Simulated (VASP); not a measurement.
Here is the system:

```xyz
1
Lattice="0.0000 2.0152 2.0152 2.0152 0.0000 2.0152 2.0152 2.0152 0.0000" Properties=species:S:1:pos:R:3 pbc="T T T"
Al     0.0000     0.0000     0.0000
```

All values below come from PBE GGA, VASP's PBE PAW potentials (set 64) (plane waves; VASP). Run with 300 eV cut-off, 10×10×10 Γ-centred mesh, Fermi-Dirac smearing of 0.10 eV, potentials Al.

Q: Give the energies of bands 1 to 4 at the high-symmetry points, in eV from the Fermi level.

A: 
```json
[
 {"band": "1", "Γ": "-11.31", "X": "-3.06", "U": "-2.02", "L": "-4.74", "W": "-0.97"},
 {"band": "2", "Γ": "12.59", "X": "-1.72", "U": "-1.49", "L": "-4.51", "W": "-0.97"},
 {"band": "3", "Γ": "12.59", "X": "5.17", "U": "-0.50", "L": "11.38", "W": "0.04"},
 {"band": "4", "Γ": "12.59", "X": "5.52", "U": "6.49", "L": "11.38", "W": "1.03"}
]
```

It has no gap at this level: it comes out as a metal or semimetal.

The structure comes from a computed database's Al entry; how it stands against other phases isn't given here. The cell was not relaxed at this level.
